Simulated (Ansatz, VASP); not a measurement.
# Two plane-wave programs on Y2SiF2

```
Y Si F
1.0
     5.76794    0.00000    0.00000
    -2.88397    4.99518    0.00000
     0.00000    0.00000    5.60801
Y Si F
2 1 2
Direct
  0.66667 0.33333 0.00000
  0.33333 0.66667 0.00000
  0.00000 0.00000 0.50000
  0.00000 0.00000 0.20039
  0.00000 0.00000 0.79961
```

Alike in both runs: functional PBE; k mesh 6 × 6 × 4; occupations gaussian, width 0.1 eV; no spin polarisation.

Ansatz relaxed the structure, and its values are those at the end. VASP's run is a single point on that final structure, the one shown.

```csv
,VASP,Ansatz
version,VASP 6.6.1,Ansatz 0.2.0
potentials or method,"VASP PAW PBE potentials, release 64 (Y_sv, Si, F)","scalar-relativistic, plane waves, PAW"
plane-wave cutoff (eV),520,420
valence electrons in the cell,40,40
```

|  | VASP | Ansatz | Ansatz less VASP |
| --- | --- | --- | --- |
| gap on the k mesh at the Fermi level (eV) | none | none | - |
| pressure (GPa) | 0.1 | 0.0 | -0.08 |
| rms of the force components (eV/Å) | 0.061 | 0.002 | -0.0596 |

A gap of «none» marks a metal or a gap that the smearing closes. With one functional, cell and mesh, what is left measures potentials, basis and numerics.
